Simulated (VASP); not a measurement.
Data:

```yaml
crystal:
  lattice:
    - [4.09549, -2.20076, 0.01792]
    - [4.09549, 2.20076, 0.01792]
    - [2.89705, 0.00000, 3.63646]
  atoms:
    - { symbol: Sb, position: [0.23165, 0.23165, 0.23165] }
    - { symbol: Sb, position: [0.76835, 0.76835, 0.76835] }
```

These are revPBE GGA, VASP's PBE PAW potentials (set 64) (plane waves; VASP 6.6.1) values and carry that method's errors. Settings: 520 eV cut-off, 8×8×8 Γ-centred mesh, tetrahedra with Blöchl corrections, potentials Sb.

Unless said otherwise, spin-orbit coupling is left out, though it shifts the bands of the heavy elements here.

Task: Estimate the energy per atom (σ→0), band gap (on the k-mesh) with the smallest direct gap where there is one.

Result: 
The band gap (on the k-mesh) is none (metal, semimetal or under 0.01 eV) and the energy per atom (σ→0) is -3.831 eV/atom.

Only differences to runs with the same potentials and settings are physical.

The compound is Sb in the a7 structure. It was relaxed first, which changed the volume by +8 %.
